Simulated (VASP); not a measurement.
A run of VASP 6.6.1:

The input INCAR:

```
PREC = Normal ; ENCUT = 520
EDIFF = 1E-4 ; ISMEAR = 0
SIGMA = 0.15 ; LREAL = False
LASPH = True ; NELM = 60
ALGO = Fast ; ISIF = 3
LWAVE = False ; LCHARG = False
GGA = PE ; IBRION = 2
NSW = 24 ; EDIFFG = -0.08
```

Contents of KPOINTS:

```
Automatic mesh
0
Gamma
  3 3 3
```

Contents of POSCAR:

```
ScIn3N2
1.0
    4.9583421700      0.0000000000      0.0000000000
   -2.4791710900      4.2940502800      0.0000000000
    0.0000000000      0.0000000000      5.4696618700
Sc In N
1 3 2
Direct
    0.0000000000      0.0000000000      0.5000000000
    0.5000000000      0.0000000000      0.0000000000
    0.0000000000      0.5000000000      0.0000000000
    0.5000000000      0.5000000000      0.0000000000
    0.0000000000      0.0000000000      0.1082165200
    0.0000000000      0.0000000000      0.8917834800
```

Potentials or basis: VASP PAW PBE potentials, release 64 (Sc_sv, In_d, N).

The run is started by

```bash
$ cat potpaw_PBE.64/Sc_sv/POTCAR potpaw_PBE.64/In_d/POTCAR potpaw_PBE.64/N/POTCAR > POTCAR
$ mpirun -np 1 vasp_std > vasp.out
```

Hardware: 1 thread of Intel(R) Xeon(R) Platinum 8488C (Sapphire Rapids), on a shared host.

Task: Estimate the wall time of this run.

Result: It took 2.6 min on 1 thread of Intel(R) Xeon(R) Platinum 8488C (Sapphire Rapids) (shared host), peak memory 0.18 GiB. Counts: scf iterations 186, k points 6, ion steps 13.
